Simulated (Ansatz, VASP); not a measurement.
**TiO2 (Anatase): VASP beside Ansatz**

Aim: how closely do two programs agree when they are given the same cell, functional and k mesh? The cell is taken from a series of VASP runs on this material, whose earlier steps may have relaxed, scaled or displaced it; both programs get it as it stands. Other levels of theory on this material are compared in a session of their own.

Program: Ansatz 0.2.0. Level of theory: plane waves, with VASP 6.6.1 beside it; band structure at PBE. Results are calculated unless marked as measured.

### 1. The structure

The structure is tetragonal, space group I4_1/amd (No. 141). Conventional cell: a = 3.784 Å, b = 3.784 Å, c = 9.515 Å, α = 90.00°, β = 90.00°, γ = 90.00°. Nearest to Ti lie 6 O at 1.93 to 1.97 Å. O has 3 Ti at 1.93 to 1.97 Å nearest. Farther neighbours and most contacts between anions are not listed.

### 2. VASP: band structure, PBE

The same path points are solved in both programs, so levels can be compared one by one.

Lines of VASP's logs that name or quote its potential files are left out, and so is its time.

Input file INCAR:

```
SYSTEM = TiO2
PREC = Accurate
ENCUT = 460
EDIFF = 1E-06
NELM = 100
ISMEAR = 0
SIGMA = 0.03
LREAL = .FALSE.
ALGO = Normal
GGA = PE
NBANDS = 40
LASPH = .TRUE.
LORBIT = 11
LWAVE = .FALSE.
LCHARG = .FALSE.
KPAR = 8
```

Input file POSCAR:

```
TiO2
1.0
   -1.8921000000      1.8921000000      4.7573000000
    1.8921000000     -1.8921000000      4.7573000000
    1.8921000000      1.8921000000     -4.7573000000
Ti O
2 4
Direct
    0.7500000000      0.2500000000      0.5000000000
    0.0000000000      0.0000000000      0.0000000000
    0.7924867405      0.7924867405      0.0000000000
    0.5424867405      0.0424867405      0.5000000000
    0.9575132595      0.4575132595      0.5000000000
    0.2075132595      0.2075132595      0.0000000000
```

Input file KPOINTS:

```
Automatic mesh
0
Gamma
8 8 8
0 0 0
```

Input file KPOINTS_OPT:

```
Line mode
8
Line-mode
Reciprocal
  0.00000000   0.00000000   0.00000000 GAMMA
  0.00000000   0.00000000   0.50000000 X

  0.00000000   0.00000000   0.50000000 X
 -0.07909283   0.07909283   0.50000000 Y

 -0.07909283   0.07909283   0.50000000 Y
 -0.28954641   0.28954641   0.28954641 S

 -0.28954641   0.28954641   0.28954641 S
  0.00000000   0.00000000   0.00000000 GAMMA

  0.00000000   0.00000000   0.00000000 GAMMA
  0.50000000   0.50000000  -0.50000000 Z

  0.50000000   0.50000000  -0.50000000 Z
  0.28954641   0.71045359  -0.28954641 S1

  0.28954641   0.71045359  -0.28954641 S1
  0.00000000   0.50000000   0.00000000 N

  0.00000000   0.50000000   0.00000000 N
  0.25000000   0.25000000   0.25000000 P

  0.25000000   0.25000000   0.25000000 P
  0.50000000   0.50000000  -0.07909283 Y1

  0.50000000   0.50000000  -0.07909283 Y1
  0.50000000   0.50000000  -0.50000000 Z

  0.00000000   0.00000000   0.50000000 X
  0.25000000   0.25000000   0.25000000 P
```

PAW data sets: Ti_sv and O (PBE family, release 64).

Command:

```bash
mpirun -np 8 vasp_std
```

Numbers of over 12 decimals in the logs are rounded to 6 here.

What it wrote:

```text
[banner, memory and clock lines left out]
running    8 mpi-ranks, on    1 nodes
 distrk:  each k-point on    1 cores,    8 groups
 distr:  one band on    1 cores,    1 groups

 POSCAR found type information on POSCAR TiO
 POSCAR found :  2 types and       6 ions
|                                                                             |
|           W    W    AA    RRRRR   N    N  II  N    N   GGGG   !!!           |
|           W    W   A  A   R    R  NN   N  II  NN   N  G    G  !!!           |
|           W    W  A    A  R    R  N N  N  II  N N  N  G       !!!           |
|           W WW W  AAAAAA  RRRRR   N  N N  II  N  N N  G  GGG   !            |
|           WW  WW  A    A  R   R   N   NN  II  N   NN  G    G                |
|           W    W  A    A  R    R  N    N  II  N    N   GGGG   !!!           |
|                                                                             |
|     For optimal performance we recommend to set                             |
|       NCORE = 2 up to number-of-cores-per-socket                            |
|     NCORE specifies how many cores store one orbital (NPAR=cpu/NCORE).      |
|     This setting can greatly improve the performance of VASP for DFT.       |
|     The default, NCORE=1 might be grossly inefficient on modern             |
|     multi-core architectures or massively parallel machines. Do your        |
|     Unfortunately you need to use the default for GW and RPA                |
|     calculations (for HF NCORE is supported but not extensively tested      |
|     yet).                                                                   |
|                                                                             |

 LDA part: xc-table for (Slater+PW92), standard interpolation
 POSCAR, INCAR and KPOINTS ok, starting setup
 FFT: planning ... GRIDC
 FFT: planning ... GRID_SOFT
 FFT: planning ... GRID
 WAVECAR not read
 entering main loop
       N       E                     dE             d eps       ncg     rms          rms(c)
DAV:   1     0.602009031437E+03    0.60201E+03   -0.21448E+04  4720   0.129E+03
DAV:   2     0.103387641714E+02   -0.59167E+03   -0.53589E+03  4960   0.417E+02
DAV:   3    -0.665963315038E+02   -0.76935E+02   -0.75544E+02  6248   0.152E+02
DAV:   4    -0.708724421336E+02   -0.42761E+01   -0.42586E+01  6928   0.319E+01
DAV:   5    -0.710023017585E+02   -0.12986E+00   -0.12985E+00  5912   0.422E+00    0.322E+01
DAV:   6    -0.544431447665E+02    0.16559E+02   -0.40291E+01  6144   0.731E+01    0.114E+01
DAV:   7    -0.540370376826E+02    0.40611E+00   -0.77349E+00  5472   0.268E+01    0.100E+01
DAV:   8    -0.539888763807E+02    0.48161E-01   -0.40299E-01  5624   0.381E+00    0.834E+00
DAV:   9    -0.541063838591E+02   -0.11751E+00   -0.81503E-01  6976   0.124E+01    0.463E+00
DAV:  10    -0.538668555342E+02    0.23953E+00   -0.23176E-01  6024   0.515E+00    0.170E+00
DAV:  11    -0.538336135832E+02    0.33242E-01   -0.94017E-02  6712   0.280E+00    0.503E-01
DAV:  12    -0.538326244687E+02    0.98911E-03   -0.13258E-02  5368   0.792E-01    0.454E-01
DAV:  13    -0.538322071904E+02    0.41728E-03   -0.86988E-04  5872   0.419E-01    0.237E-01
DAV:  14    -0.538319200134E+02    0.28718E-03   -0.10085E-03  5712   0.186E-01    0.403E-02
DAV:  15    -0.538319182716E+02    0.17418E-05   -0.18748E-05  5832   0.286E-02    0.372E-02
DAV:  16    -0.538319008797E+02    0.17392E-04   -0.22597E-05  7016   0.639E-02    0.329E-03
DAV:  17    -0.538319010976E+02   -0.21785E-06   -0.22934E-06  4824   0.101E-02
   1 F= -.53831901E+02 E0= -.53831901E+02  d E =-.164194E-54
 Start KPOINTS_OPT (optional k-point list driver)
k-point batch [1-59\88]
       N       E                     dE             ncg
DAV:   1    -0.149160516855E+04   -0.64624E+05     4720
DAV:   2    -0.336595618349E+05   -0.32168E+05     4944
DAV:   3    -0.377114884893E+05   -0.40519E+04     6216
DAV:   4    -0.379882287395E+05   -0.27674E+03     6936
DAV:   5    -0.379977071745E+05   -0.94784E+01     5672
DAV:   6    -0.379979166699E+05   -0.20950E+00     6320
DAV:   7    -0.379979215658E+05   -0.48959E-02     5776
DAV:   8    -0.379979216458E+05   -0.79985E-04     5296
DAV:   9    -0.379979216478E+05   -0.20239E-05     3560
DAV:  10    -0.379979216480E+05   -0.21204E-06     3640
k-point batch [60-88\88]
       N       E                     dE             ncg
DAV:   1     0.254041715978E+05   -0.45588E+05     2320
DAV:   2     0.951321997070E+04   -0.15891E+05     2416
DAV:   3     0.751791350304E+04   -0.19953E+04     3160
DAV:   4     0.738446175653E+04   -0.13345E+03     3296
DAV:   5     0.738000300880E+04   -0.44587E+01     2920
DAV:   6     0.737993428135E+04   -0.68727E-01     3120
DAV:   7     0.737993322979E+04   -0.10516E-02     2872
DAV:   8     0.737993319823E+04   -0.31553E-04     2384
DAV:   9     0.737993319697E+04   -0.12691E-05     1808
DAV:  10     0.737993319687E+04   -0.95850E-07     1784
```

OUTCAR, selected parts (step 2):

```text
ion  position               nearest neighbor table
   1  0.750  0.250  0.500-   3 1.93   6 1.93   3 1.93   6 1.93   5 1.97   4 1.97
   2  0.000  0.000  0.000-   4 1.93   5 1.93   4 1.93   5 1.93   3 1.97   6 1.97
   3  0.792  0.792  0.000-   1 1.93   1 1.93   2 1.97
   4  0.542  0.042  0.500-   2 1.93   2 1.93   1 1.97
   5  0.958  0.458  0.500-   2 1.93   2 1.93   1 1.97
   6  0.208  0.208  0.000-   1 1.93   1 1.93   2 1.97

  LATTYP: Found a body centered tetragonal cell.
 ALAT       =     3.7842000000
 C/A-ratio  =     2.5142962846

 Subroutine GETGRP returns: Found 16 space group operations
 (whereof  8 operations were pure point group operations)

The static configuration has the point symmetry D_2d.
 The point group associated with its full space group is D_4h.

 Found     59 irreducible k-points:

   k-points           NKPTS =     59   k-points in BZ     NKDIM =     59   number of bands    NBANDS=     40

   dimension x,y,z NGX =    40 NGY =   40 NGZ =   40
   dimension x,y,z NGXF=    80 NGYF=   80 NGZF=   80

   ENCUT  =  460.0 eV  33.81 Ry    5.81 a.u.   9.55  9.55  9.55*2*pi/ulx,y,z

   NELECT =      48.0000    total number of electrons

 k-points in reciprocal lattice and weights: Automatic mesh
   0.00000000  0.00000000  0.00000000       0.002
   0.12500000  0.00000000  0.00000000       0.016
   0.25000000  0.00000000  0.00000000       0.016
   0.37500000  0.00000000 -0.00000000       0.016
   0.50000000  0.00000000  0.00000000       0.008
   0.12500000  0.12500000  0.00000000       0.016
   0.25000000  0.12500000 -0.00000000       0.031
   0.37500000  0.12500000  0.00000000       0.031
   0.50000000  0.12500000 -0.00000000       0.031
[...]
-0.37500000 -0.37500000  0.37500000       0.004
   0.50000000  0.50000000  0.50000000       0.002

 average (electrostatic) potential at core
       1 -77.1080       2 -77.1080       3 -70.3187       4 -70.3187       5 -70.3187
       6 -70.3187

 E-fermi :   3.6754

 k-point     1 :       0.0000    0.0000    0.0000
  band No.  band energies     occupation
    ...
     20       2.6272      2.00000
     21       2.6452      2.00000
     22       2.6452      2.00000
     23       2.9290      2.00000
     24       2.9290      2.00000
     25       5.5095      0.00000
     26       6.2505      0.00000
     27       7.4161      0.00000
     28       7.4161      0.00000
     29       7.4330      0.00000
    ...

 k-point     2 :       0.1250    0.0000    0.0000
  band No.  band energies     occupation
    ...
     20       2.2876      2.00000
     21       2.5353      2.00000
     22       2.6310      2.00000
     23       2.7288      2.00000
     24       2.9477      2.00000
     25       5.8594      0.00000
     26       6.3105      0.00000
     27       7.0197      0.00000
     28       7.1843      0.00000
     29       7.3678      0.00000
    ...

 k-point     3 :       0.2500    0.0000    0.0000
  band No.  band energies     occupation
    ...
     20       1.7149      2.00000
     21       2.0539      2.00000
     22       2.6017      2.00000
     23       2.6315      2.00000
     24       2.8848      2.00000
     25       6.3610      0.00000
     26       6.6274      0.00000
     27       6.7315      0.00000
     28       7.0087      0.00000
     29       7.3039      0.00000
    ...

  Total        1.8502315      1.8502315      2.8858536      0.0000000      0.0000000      0.0000000
  in kB       43.5138939     43.5138939     67.8697390      0.0000000      0.0000000      0.0000000
  external PRESSURE =      51.6325090 kB  Pullay stress =       0.0000000 kB

  energy-cutoff  :      460.00
  volume of cell :       68.13
      direct lattice vectors                 reciprocal lattice vectors
    -1.892100000  1.892100000  4.757300000     0.000000000  0.264256646  0.105101633
     1.892100000 -1.892100000  4.757300000     0.264256646  0.000000000  0.105101633
     1.892100000  1.892100000 -4.757300000     0.264256646  0.264256646  0.000000000

 POSITION                                       TOTAL-FORCE (eV/Angst)
 -----------------------------------------------------------------------------------
      0.00000      1.89210      2.37865         0.000000      0.000000      0.000000
      0.00000      0.00000      0.00000         0.000000      0.000000      0.000000
      0.00000      0.00000      7.54019         0.000000     -0.000000     -0.216175
      0.00000      1.89210      0.40424        -0.000000      0.000000     -0.216175
     -0.00000      1.89210      4.35306        -0.000000      0.000000      0.216175
      0.00000      0.00000      1.97441         0.000000     -0.000000      0.216175
 -----------------------------------------------------------------------------------
    total drift:                                0.000000      0.000000     -0.000000

  FREE ENERGIE OF THE ION-ELECTRON SYSTEM (eV)
  ---------------------------------------------------
  free  energy   TOTEN  =       -53.8319010976 eV

  energy  without entropy=      -53.8319010976  energy(sigma->0) =      -53.83190110

 total charge
# of ion       s       p       d       tot
------------------------------------------
    1        2.226   6.302   1.755  10.282
    2        2.226   6.302   1.755  10.282
    3        1.581   3.510   0.000   5.091
    4        1.581   3.510   0.000   5.091
    5        1.581   3.510   0.000   5.091
    6        1.581   3.510   0.000   5.091
--------------------------------------------------
tot         10.773  26.645   3.509  40.928

[... 3 further parts left out ...]
```

The run ends at a pressure of 5.16 GPa, with forces up to 0.22 eV/Å.

(Continued in part 2 of 2.)

[Lines on the potential files, build, host, timing and source positions are cut from VASP's logs without a mark.]

[Logs are printed without paths, hosts, clocks, repeated set-up lines and the standing remarks that a program may print on its own settings, such as how far it seeks lower states.]

[Hosts, paths, dates, database ids (printed as entryN), source tags and the programs' standing remarks are cut or masked in the printed files.]
